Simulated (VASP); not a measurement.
```
Au
1.0
    0.00000     2.03729     2.03729
    2.03729     0.00000     2.03729
    2.03729     2.03729     0.00000
Au
1
Direct
  0.00000   0.00000   0.00000
```

Calculation: optB88-vdW, VASP's PBE PAW potentials (set 64) (plane waves; VASP). Run with 520 eV cut-off, 15×15×15 Γ-centred mesh, first-order Methfessel-Paxton smearing of 0.10 eV, potentials Au.

Unless said otherwise, spin-orbit coupling is left out, though it shifts the bands of the heavy elements here.

**Question.** What does the run give for the energy per atom (σ→0), pressure, band gap (on the k-mesh) with the smallest direct gap where there is one?

**Answer.** 
| Property | Value |
|---|---|
| band gap (on the k-mesh) | none (metal, semimetal or under 0.01 eV) |
| energy per atom (σ→0) | -0.550 eV/atom |
| pressure | 10.57 GPa |

The absolute energy has meaning only against runs of the same code, potentials and settings.

The compound is Au in the fcc structure. This cell is one point of a volume scan, at 0.94 of the reference volume.
